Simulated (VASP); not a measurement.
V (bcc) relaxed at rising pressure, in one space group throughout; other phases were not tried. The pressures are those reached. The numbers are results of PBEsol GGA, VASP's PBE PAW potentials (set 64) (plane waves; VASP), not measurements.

```tsv
P (GPa)	V (Å³/atom)	k-mesh
0.00	12.960	17×17×17
4.90	12.652	17×17×17
9.88	12.373	17×17×17
20.06	11.880	18×18×18
29.88	11.483	18×18×18
```

A change of mesh leaves a small step in the series.

Q: Fit an equation of state and predict the volume at 44.83 GPa.

A: Least squares on the third-order Birch-Murnaghan form, P = (3B0/2)(y⁷ − y⁵)[1 + (3/4)(B′ − 4)(y² − 1)] with y = (V0/V)^(1/3), gives V0 = 12.960 Å³/atom, B0 = 194 GPa and B′ = 4.0, and so 10.978 Å³/atom. The run gave 10.975 Å³/atom, -0.0 % from the fit.

Pressures at which the relaxation failed are left out.

The compound is V in the bcc structure. The run is not spin-polarised, so no magnetic state was tried.
